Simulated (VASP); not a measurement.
All values below come from LDA (Ceperley-Alder, Perdew-Zunger), VASP's LDA PAW potentials (set 64) (plane waves; VASP).

Input for VASP

File KPOINTS:
```
kpoints
0
gamma
  9 9 9
```

**INCAR**
```
# general
SYSTEM  = AuAl2
PREC    = Accurate
ENCUT   = 520
LREAL   = .FALSE.
LASPH   = .TRUE.

# electronic loop
EDIFF   = 1E-7
NELM    = 100
ALGO    = Normal
LMAXMIX = 6

# smearing
ISMEAR  = 1
SIGMA   = 0.1

# ions
ISIF    = 2

# output
LWAVE   = .FALSE.
LCHARG  = .FALSE.
```

File POSCAR:
```
AuAl2
1
    0.0000000000     3.0085712847     3.0085712847
    3.0085712847     0.0000000000     3.0085712847
    3.0085712847     3.0085712847     0.0000000000
Al Au
2 1
Direct
  0.2500000000   0.2500000000   0.2500000000
  0.7500000000   0.7500000000   0.7500000000
  0.0000000000   0.0000000000   0.0000000000
```

POTCAR, in this order: Al Au (LDA.64 set). Program: vasp_std.

Unless said otherwise, spin-orbit coupling is left out, though it shifts the bands of the heavy elements here.

Predict the energy per atom (σ→0), pressure, band gap (on the k-mesh).

| Quantity | Value |
|---|---|
| energy per atom (σ→0) | -4.756 eV/atom |
| band gap (on the k-mesh) | none (metal, semimetal or under 0.01 eV) |
| pressure | -3.30 GPa |

**OSZICAR**
```
...
DAV:   7    -0.143087236512E+02    0.92840E-01   -0.29211E-01   888   0.647E+00    0.182E+00
DAV:   8    -0.142698224795E+02    0.38901E-01   -0.34217E-02   984   0.129E+00    0.402E-01
DAV:   9    -0.142682214310E+02    0.16010E-02   -0.35039E-03   968   0.683E-01    0.214E-01
DAV:  10    -0.142682309218E+02   -0.94909E-05   -0.16409E-04   964   0.118E-01    0.390E-02
DAV:  11    -0.142682251482E+02    0.57737E-05   -0.79605E-06  1036   0.237E-02    0.133E-02
DAV:  12    -0.142682249595E+02    0.18861E-06   -0.12626E-06   948   0.124E-02    0.309E-03
DAV:  13    -0.142682249618E+02   -0.23026E-08   -0.70623E-08   552   0.248E-03
   1 F= -.14268225E+02 E0= -.14267776E+02  d E =-.134754E-02
```

The compound is AuAl2 in the fluorite structure. This cell is one point of a volume scan, at 1.03 of the reference volume. The electron count is odd and the run is not spin-polarised, which forces a metal.
